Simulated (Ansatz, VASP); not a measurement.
# WSe2: VASP beside Ansatz, part 2 of 2

Aim: how closely do two programs agree when they are given the same cell, functional and k mesh? The cell is taken from a series of runs on this material, whose earlier steps may have relaxed, scaled, displaced or heated it; both programs get it as it stands.

VASP 6.6.1 and Ansatz 0.2.0.

So far: Set-up; Ansatz: dielectric response, PBEsol.

### 3. VASP: dielectric response, PBEsol

Level of this step: PBEsol, no spin polarisation; plane waves and PAW (W, Se) (VASP).

The same cell, functional and mesh now go to VASP, with its own data sets.

Lines of VASP's logs that name or quote its potential files are left out, and so is its time.

The input, INCAR:

```
SYSTEM = WSe2
PREC = Accurate
ENCUT = 520
EDIFF = 1E-08
NELM = 120
ISMEAR = 0
SIGMA = 0.01
LREAL = .FALSE.
ALGO = Normal
GGA = PS
NBANDS = 24
LASPH = .TRUE.
LORBIT = 11
LWAVE = .FALSE.
LCHARG = .FALSE.
ISIF = 2
LEPSILON = .TRUE.
GGA_COMPAT = .FALSE.
EFERMI = MIDGAP
KPAR = 2
```

The input, POSCAR:

```
WSe2
1.0
    3.2711235414      0.0000000000      0.0000000000
   -1.6355617707      2.8328760858      0.0000000000
    0.0000000000      0.0000000000     13.2243968745
W Se
2 4
Direct
    0.3333333333      0.6666666667      0.2500000000
    0.6666666667      0.3333333333      0.7500000000
    0.3333333333      0.6666666667      0.6234043389
    0.6666666667      0.3333333333      0.1234043389
    0.3333333333      0.6666666667      0.8765956611
    0.6666666667      0.3333333333      0.3765956611
```

The input, KPOINTS:

```
Automatic mesh
0
Gamma
8 8 2
0 0 0
```

The projector-augmented-wave data sets are W and Se (PBE family, release 64).

The run is started by

```sh
> mpirun -np 2 vasp_std
```

Numbers of over 12 decimals in the logs are rounded to 6 here.

The program printed:

```text
[banner, memory and clock lines left out]
running    2 mpi-ranks, on    1 nodes
 distrk:  each k-point on    1 cores,    2 groups
 distr:  one band on    1 cores,    1 groups

 POSCAR found type information on POSCAR W Se
 POSCAR found :  2 types and       6 ions
|                                                                             |
|               ----> ADVICE to this user running VASP <----                  |
|                                                                             |
|     You enforced a specific xc type in the INCAR file but a different       |
|     [... a line on the potential file left out ...]
|     I HOPE YOU KNOW WHAT YOU ARE DOING!                                     |
|                                                                             |

 LDA part: xc-table for (Slater+PW92), standard interpolation
 POSCAR, INCAR and KPOINTS ok, starting setup
 FFT: planning ... GRIDC
 FFT: planning ... GRID_SOFT
 FFT: planning ... GRID
 WAVECAR not read
 entering main loop
       N       E                     dE             d eps       ncg     rms          rms(c)
DAV:   1     0.183486901353E+03    0.18349E+03   -0.15611E+04   960   0.131E+03
DAV:   2    -0.330480119733E+02   -0.21653E+03   -0.20742E+03  1288   0.264E+02
DAV:   3    -0.484101902091E+02   -0.15362E+02   -0.15230E+02  1280   0.699E+01
DAV:   4    -0.487034105140E+02   -0.29322E+00   -0.29201E+00  1264   0.105E+01
DAV:   5    -0.487121964709E+02   -0.87860E-02   -0.87799E-02  1344   0.149E+00    0.326E+01
DAV:   6    -0.471309722437E+02    0.15812E+01   -0.72394E+00  1432   0.129E+01    0.131E+01
DAV:   7    -0.468632983191E+02    0.26767E+00   -0.39460E+00  1288   0.101E+01    0.766E+00
DAV:   8    -0.466821665276E+02    0.18113E+00   -0.58983E-01  1312   0.456E+00    0.737E-01
DAV:   9    -0.466809281013E+02    0.12384E-02   -0.62427E-02  1296   0.130E+00    0.413E-01
DAV:  10    -0.466800875801E+02    0.84052E-03   -0.59336E-03  1272   0.442E-01    0.228E-01
DAV:  11    -0.466800736578E+02    0.13922E-04   -0.96458E-04  1216   0.161E-01    0.132E-01
DAV:  12    -0.466800453705E+02    0.28287E-04   -0.31931E-04  1336   0.104E-01    0.399E-02
DAV:  13    -0.466800483183E+02   -0.29478E-05   -0.23765E-05  1280   0.273E-02    0.808E-03
DAV:  14    -0.466800484712E+02   -0.15290E-06   -0.19813E-06  1368   0.759E-03    0.441E-03
DAV:  15    -0.466800485644E+02   -0.93123E-07   -0.14314E-07  1312   0.238E-03    0.265E-03
DAV:  16    -0.466800484701E+02    0.94279E-07   -0.56011E-08  1192   0.116E-03    0.120E-03
DAV:  17    -0.466800484829E+02   -0.12795E-07   -0.26038E-08  1080   0.831E-04    0.626E-04
DAV:  18    -0.466800484666E+02    0.16316E-07   -0.34447E-09   720   0.378E-04    0.271E-04
DAV:  19    -0.466800484700E+02   -0.34361E-08   -0.73347E-10   704   0.171E-04
   1 F= -.46680048E+02 E0= -.46680048E+02  d E =0.000000E+00
 Linear response reoptimize wavefunctions to high precision
DAV:   1    -0.466800484702E+02   -0.18281E-09   -0.23439E-10   752   0.921E-05
DAV:   2    -0.466800484701E+02    0.90495E-10   -0.62231E-11   640   0.404E-05
 Linear response G [H, r] |phi>, progress :
  Direction:   1
       N       E                     dE             d eps       ncg     rms
RMM:   1    -0.204745328806E+03   -0.20475E+03   -0.71696E+01  2458   0.941E+01
RMM:   2    -0.163687065856E+03    0.41058E+02   -0.29179E+01  1604   0.280E+01
RMM:   3    -0.164354009207E+03   -0.66694E+00   -0.21679E+00  1679   0.440E+00
RMM:   4    -0.164393918405E+03   -0.39909E-01   -0.75964E-02  1729   0.910E-01
RMM:   5    -0.164395807784E+03   -0.18894E-02   -0.52929E-03  1770   0.204E-01
RMM:   6    -0.164395974895E+03   -0.16711E-03   -0.37810E-04  1759   0.509E-02
RMM:   7    -0.164395988085E+03   -0.13191E-04   -0.62807E-05  1835   0.151E-02
RMM:   8    -0.164395989344E+03   -0.12591E-05    0.62484E-05  1842   0.556E-03
RMM:   9    -0.164395989305E+03    0.39143E-07    0.22887E-04  1827   0.318E-03
RMM:  10    -0.164395989459E+03   -0.15362E-06   -0.32168E-05  1670   0.245E-03
RMM:  11    -0.164395989639E+03   -0.18058E-06   -0.10489E-05  1462   0.224E-03
RMM:  12    -0.164395989961E+03   -0.32214E-06    0.22206E-05  1239   0.216E-03
RMM:  13    -0.164395990024E+03   -0.62794E-07   -0.27983E-05  1176   0.215E-03
RMM:  14    -0.164395990058E+03   -0.33486E-07    0.19468E-05  1132   0.214E-03
 Linear response G [H, r] |phi>, progress :
  Direction:   2
       N       E                     dE             d eps       ncg     rms
RMM:   1    -0.219355906643E+03   -0.21936E+03   -0.31342E+02  2446   0.922E+01
RMM:   2    -0.177922306660E+03    0.41434E+02   -0.27210E+01  1638   0.268E+01
RMM:   3    -0.178733608426E+03   -0.81130E+00   -0.24610E+00  1689   0.425E+00
RMM:   4    -0.178775299974E+03   -0.41692E-01   -0.95968E-02  1724   0.913E-01
RMM:   5    -0.178777191955E+03   -0.18920E-02   -0.75394E-03  1758   0.213E-01
[...]
RMM:   3    -0.173437179734E+03   -0.97276E+00   -0.24360E+00  1669   0.416E+00
RMM:   4    -0.173510637621E+03   -0.73458E-01   -0.13461E-01  1696   0.820E-01
RMM:   5    -0.173512186287E+03   -0.15487E-02   -0.82451E-03  1725   0.188E-01
RMM:   6    -0.173512254781E+03   -0.68493E-04   -0.79009E-04  1785   0.459E-02
RMM:   7    -0.173512216952E+03    0.37829E-04    0.88234E-04  1814   0.139E-02
RMM:   8    -0.173512230387E+03   -0.13435E-04    0.49849E-04  1825   0.563E-03
[...]
RMM:  13    -0.491136601430E+01   -0.86330E-08   -0.10571E-06   923   0.278E-04
 change of polarisation eV/A/(eV/A) component  2 :    -0.835     9.823    -0.000
 dielectric tensor                  component  2 :    -1.233    15.504    -0.000
 Linear response to external field (no local field effect), progress :
  Direction:   3
       N       E                     dE             d eps       ncg     rms          rms(c)
RMM:   1    -0.302802798361E+01   -0.30280E+01   -0.14358E+01  1878   0.803E+00
RMM:   2    -0.319012708207E+01   -0.16210E+00   -0.13505E-01  1538   0.154E+00
RMM:   3    -0.319381195703E+01   -0.36849E-02   -0.53187E-03  1678   0.243E-01
RMM:   4    -0.319403838881E+01   -0.22643E-03   -0.40609E-04  1704   0.494E-02
RMM:   5    -0.319405592370E+01   -0.17535E-04   -0.35291E-05  1749   0.120E-02
RMM:   6    -0.319405700487E+01   -0.10812E-05   -0.90845E-07  1585   0.318E-03
RMM:   7    -0.319405709177E+01   -0.86902E-07    0.18829E-06  1420   0.112E-03
RMM:   8    -0.319405708957E+01    0.22019E-08    0.18083E-06  1241   0.586E-04
RMM:   9    -0.319405708257E+01    0.69991E-08    0.68577E-06  1127   0.448E-04
RMM:  10    -0.319405710151E+01   -0.18935E-07   -0.73079E-06  1014   0.413E-04
RMM:  11    -0.319405707237E+01    0.29142E-07    0.16183E-06   937   0.409E-04
RMM:  12    -0.319405707792E+01   -0.55580E-08    0.12529E-06   913   0.403E-04
RMM:  13    -0.319405708507E+01   -0.71460E-08    0.66543E-07   873   0.402E-04
 change of polarisation eV/A/(eV/A) component  3 :    -0.000     0.000     6.388
 dielectric tensor                  component  3 :    -0.000     0.000    10.433
 Linear response to external field, progress :
  Direction:   1
       N       E                     dE             d eps       ncg     rms          rms(c)
RMM:   1    -0.471903924276E+01   -0.47190E+01   -0.28625E+01  3923   0.871E+00
RMM:   2    -0.492080374521E+01   -0.20176E+00   -0.24963E-01  3272   0.183E+00    0.371E+00
RMM:   3    -0.479715079833E+01    0.12365E+00   -0.10959E-01  3503   0.153E+00    0.209E+00
RMM:   4    -0.495021140360E+01   -0.15306E+00   -0.12410E-01  3424   0.159E+00    0.296E-01
RMM:   5    -0.498222856407E+01   -0.32017E-01   -0.46514E-03  3584   0.316E-01    0.432E-02
RMM:   6    -0.497737781155E+01    0.48508E-02   -0.11238E-04  3615   0.505E-02    0.160E-02
RMM:   7    -0.497718330074E+01    0.19451E-03   -0.75373E-05  3647   0.174E-02    0.690E-03
RMM:   8    -0.497797218786E+01   -0.78889E-03    0.48731E-05  3636   0.797E-03    0.195E-03
RMM:   9    -0.497825633054E+01   -0.28414E-03    0.24387E-05  3646   0.328E-03    0.916E-04
RMM:  10    -0.497824744554E+01    0.88850E-05    0.62682E-06  3671   0.176E-03    0.202E-04
RMM:  11    -0.497823800783E+01    0.94377E-05    0.19006E-05  3793   0.542E-04    0.893E-05
RMM:  12    -0.497823967097E+01   -0.16631E-05    0.18073E-05  3459   0.350E-04    0.250E-05
RMM:  13    -0.497824084010E+01   -0.11691E-05    0.15888E-05  2556   0.278E-04    0.516E-06
 change of polarisation eV/A/(eV/A) component  1 :     9.398    -0.235     0.000
 dielectric tensor                  component  1 :    14.876    -0.346     0.000
 Linear response to external field, progress :
  Direction:   2
       N       E                     dE             d eps       ncg     rms          rms(c)
RMM:   1    -0.472390591630E+01   -0.47239E+01   -0.28674E+01  3925   0.870E+00
RMM:   2    -0.492120401387E+01   -0.19730E+00   -0.24366E-01  3290   0.183E+00    0.371E+00
RMM:   3    -0.479724147549E+01    0.12396E+00   -0.10871E-01  3493   0.153E+00    0.209E+00
RMM:   4    -0.495017452416E+01   -0.15293E+00   -0.12333E-01  3439   0.159E+00    0.297E-01
RMM:   5    -0.498066036765E+01   -0.30486E-01   -0.47365E-03  3614   0.312E-01    0.506E-02
RMM:   6    -0.497855446934E+01    0.21059E-02   -0.57856E-05  3642   0.597E-02    0.202E-02
RMM:   7    -0.497689012335E+01    0.16643E-02    0.28840E-05  3678   0.184E-02    0.903E-03
RMM:   8    -0.497802705509E+01   -0.11369E-02    0.10281E-05  3622   0.105E-02    0.179E-03
RMM:   9    -0.497821482439E+01   -0.18777E-03    0.23500E-05  3723   0.285E-03    0.791E-04
RMM:  10    -0.497824442301E+01   -0.29599E-04    0.96344E-06  3675   0.132E-03    0.284E-04
RMM:  11    -0.497824522052E+01   -0.79751E-06    0.20623E-05  3807   0.678E-04    0.116E-04
RMM:  12    -0.497824288136E+01    0.23392E-05    0.15402E-05  3498   0.373E-04    0.279E-05
RMM:  13    -0.497824169857E+01    0.11828E-05    0.16530E-05  2646   0.270E-04    0.105E-05
RMM:  14    -0.497824215910E+01   -0.46053E-06    0.15301E-05  1903   0.251E-04    0.232E-06
 change of polarisation eV/A/(eV/A) component  2 :    -0.229     9.398     0.000
 dielectric tensor                  component  2 :    -0.338    14.876     0.000
 Linear response to external field, progress :
  Direction:   3
       N       E                     dE             d eps       ncg     rms          rms(c)
RMM:   1    -0.302802798361E+01   -0.30280E+01   -0.14358E+01  1878   0.803E+00
RMM:   2    -0.319012753783E+01   -0.16210E+00   -0.13505E-01  1539   0.154E+00    0.400E+00
RMM:   3    -0.212063557137E+01    0.10695E+01   -0.37896E+00  1535   0.529E+00    0.142E+00
RMM:   4    -0.211598319728E+01    0.46524E-02   -0.61966E-01  1687   0.192E+00    0.780E-01
RMM:   5    -0.214655851463E+01   -0.30575E-01   -0.88307E-02  1575   0.110E+00    0.302E-01
RMM:   6    -0.215570555911E+01   -0.91470E-02   -0.13412E-02  1596   0.376E-01    0.142E-01
RMM:   7    -0.216520205866E+01   -0.94965E-02   -0.27490E-03  1725   0.163E-01    0.338E-02
RMM:   8    -0.216402899935E+01    0.11731E-02   -0.88463E-05  1751   0.405E-02    0.150E-02
RMM:   9    -0.216426260126E+01   -0.23360E-03    0.31789E-05  1768   0.140E-02    0.692E-03
RMM:  10    -0.216416072027E+01    0.10188E-03    0.16044E-05  1755   0.601E-03    0.164E-03
RMM:  11    -0.216418237291E+01   -0.21653E-04    0.95265E-05  1802   0.340E-03    0.643E-04
RMM:  12    -0.216418685819E+01   -0.44853E-05    0.52543E-05  1751   0.116E-03    0.169E-04
RMM:  13    -0.216418595697E+01    0.90123E-06    0.88956E-05  1747   0.416E-04    0.113E-04
RMM:  14    -0.216419412500E+01   -0.81680E-05   -0.54109E-06  1717   0.341E-04    0.245E-05
RMM:  15    -0.216419418276E+01   -0.57758E-07    0.43557E-06  1534   0.259E-04    0.241E-05
RMM:  16    -0.216419410978E+01    0.72977E-07   -0.45947E-06   909   0.219E-04    0.895E-06
 change of polarisation eV/A/(eV/A) component  3 :    -0.000     0.000     4.076
 dielectric tensor                  component  3 :    -0.000     0.000     7.019
 Born effective charges drift removed
```

OUTCAR, selected parts (step 3):

```text
ion  position               nearest neighbor table
   1  0.333  0.667  0.250-   4 2.52   6 2.52   4 2.52   6 2.52   4 2.52   6 2.52
   2  0.667  0.333  0.750-   3 2.52   5 2.52   3 2.52   5 2.52   3 2.52   5 2.52
   3  0.333  0.667  0.623-   2 2.52   2 2.52   2 2.52
   4  0.667  0.333  0.123-   1 2.52   1 2.52   1 2.52
   5  0.333  0.667  0.877-   2 2.52   2 2.52   2 2.52
   6  0.667  0.333  0.377-   1 2.52   1 2.52   1 2.52

  LATTYP: Found a hexagonal cell.
 ALAT       =     3.2711235414
 C/A-ratio  =     4.0427690080

 Subroutine GETGRP returns: Found 24 space group operations
 (whereof 12 operations were pure point group operations)

The static configuration has the point symmetry D_3d.
 The point group associated with its full space group is D_6h.

 Found     20 irreducible k-points:

   k-points           NKPTS =     20   k-points in BZ     NKDIM =     20   number of bands    NBANDS=     24

   dimension x,y,z NGX =    24 NGY =   24 NGZ =   98
   dimension x,y,z NGXF=    48 NGYF=   48 NGZF=  196

   ENCUT  =  520.0 eV  38.22 Ry    6.18 a.u.   6.08  6.08 24.59*2*pi/ulx,y,z

   NELECT =      36.0000    total number of electrons

 k-points in reciprocal lattice and weights: Automatic mesh
   0.00000000  0.00000000  0.00000000       0.008
   0.12500000  0.00000000  0.00000000       0.047
   0.25000000  0.00000000  0.00000000       0.047
   0.37500000  0.00000000  0.00000000       0.047
   0.50000000  0.00000000  0.00000000       0.023
   0.12500000  0.12500000  0.00000000       0.047
   0.25000000  0.12500000  0.00000000       0.094
   0.37500000  0.12500000  0.00000000       0.094
   0.25000000  0.25000000  0.00000000       0.047
[...]
0.25000000  0.25000000  0.50000000       0.047
   0.37500000  0.25000000  0.50000000       0.047

 average (electrostatic) potential at core
       1 -40.5513       2 -40.5513       3 -53.2763       4 -53.2763       5 -53.2763
       6 -53.2763

  Total       -0.1915681     -0.1915681     -0.1296683      0.0000000      0.0000000      0.0000000
  in kB       -2.5045712     -2.5045712     -1.6952896      0.0000000      0.0000000      0.0000000
  external PRESSURE =      -2.2348107 kB  Pullay stress =       0.0000000 kB

  energy-cutoff  :      520.00
  volume of cell :      122.55
      direct lattice vectors                 reciprocal lattice vectors
     3.271123541  0.000000000  0.000000000     0.305705360  0.176499072  0.000000000
    -1.635561771  2.832876086  0.000000000     0.000000000  0.352998144  0.000000000
     0.000000000  0.000000000 13.224396875     0.000000000  0.000000000  0.075617815

 POSITION                                       TOTAL-FORCE (eV/Angst)
 -----------------------------------------------------------------------------------
     -0.00000      1.88858      3.30610        -0.000000      0.000000      0.000000
      1.63556      0.94429      9.91830        -0.000000      0.000000      0.000000
     -0.00000      1.88858      8.24415        -0.000000     -0.000000      0.017002
      1.63556      0.94429      1.63195        -0.000000      0.000000      0.017002
     -0.00000      1.88858     11.59245         0.000000     -0.000000     -0.017002
      1.63556      0.94429      4.98025         0.000000      0.000000     -0.017002
 -----------------------------------------------------------------------------------
    total drift:                                0.000000     -0.000000      0.000000

 MACROSCOPIC STATIC DIELECTRIC TENSOR (including local field effects in DFT)
 ------------------------------------------------------
          14.876484    -0.000000     0.000000
          -0.000000    14.876484     0.000000
           0.000000    -0.000000     7.019046
 ------------------------------------------------------

 PIEZOELECTRIC TENSOR (including local field effects)  for field in x, y, z        (C/m^2)
          XX          YY          ZZ          XY          YZ          ZX
  --------------------------------------------------------------------------------
  x     0.00000     0.00000     0.00000     0.00000     0.00000     0.00000
  y     0.00000     0.00000     0.00000     0.00000     0.00000     0.00000
  z     0.00000     0.00000     0.00000     0.00000     0.00000     0.00000

 BORN EFFECTIVE CHARGES (including local field effects) (in |e|, cummulative output)
 ---------------------------------------------------------------------------------
 ion    1
    1    -1.36123     0.00000    -0.00000
    2     0.00000    -1.36123     0.00000
    3     0.00000     0.00000    -0.74451
 ion    2
    1    -1.36123     0.00000    -0.00000
    2     0.00000    -1.36123    -0.00000
    3     0.00000     0.00000    -0.74451
 ion    3
    1     0.68061     0.00000     0.00000
    2     0.00000     0.68061     0.00000
    3     0.00000    -0.00000     0.37225
 ion    4
    1     0.68061     0.00000     0.00000
    2     0.00000     0.68061     0.00000
    3     0.00000    -0.00000     0.37225
 ion    5
    1     0.68061     0.00000     0.00000
    2     0.00000     0.68061     0.00000
    3    -0.00000    -0.00000     0.37225
 ion    6
    1     0.68061     0.00000     0.00000
    2     0.00000     0.68061     0.00000
    3    -0.00000    -0.00000     0.37225
```

This run has no spin polarisation, so a moment on W, if there is one, isn't seen. The data set W keeps the semicore shell frozen, which is cheaper and a little less accurate.

### 4. Side by side

Known differences besides the potentials themselves: fixed occupations in Ansatz, narrow Gaussian smearing in VASP; VASP's response is taken on the typed mesh, Ansatz refines its own for the field response alone; the data sets hold 92 valence electrons in Ansatz (on its PAW soft_1 files) and 36 in VASP; the cutoff is 420 eV in Ansatz and 520 eV in VASP; Ansatz makes its cores anew for this functional, VASP keeps those of its PBE data sets. Total energies have different zeros and are not compared.

Compared:

| quantity | Ansatz | VASP | difference |
| --- | --- | --- | --- |
| ε∞ xx | 14.90 | 14.88 | +0.14 % |
| ε∞ yy | 14.90 | 14.88 | +0.14 % |
| ε∞ zz | 6.94 | 7.02 | -1.18 % |

### 5. What came out

```
difference in ε∞ zz (dielectric response, PBEsol) : -1.2 %
```

The difference in ε∞ zz is -1.2 % (dielectric response, PBEsol), within the 5 % picked in this series as the mark of a large difference. The data sets hold unlike numbers of valence electrons (92 in Ansatz and 36 in VASP), so part of the differences comes from the potentials. Such differences can come from data sets, numerical settings and the points named under the comparisons, not from the functional's error against experiment.

[Lines on the potential files, build, host, timing and source positions are cut from VASP's logs without a mark.]

[Logs are printed without paths, hosts, clocks, repeated set-up lines and the standing remarks that a program may print on its own settings, such as how far it seeks lower states.]

[Hosts, paths, dates, database ids (printed as entryN), source tags and the programs' standing remarks are cut or masked in the printed files.]
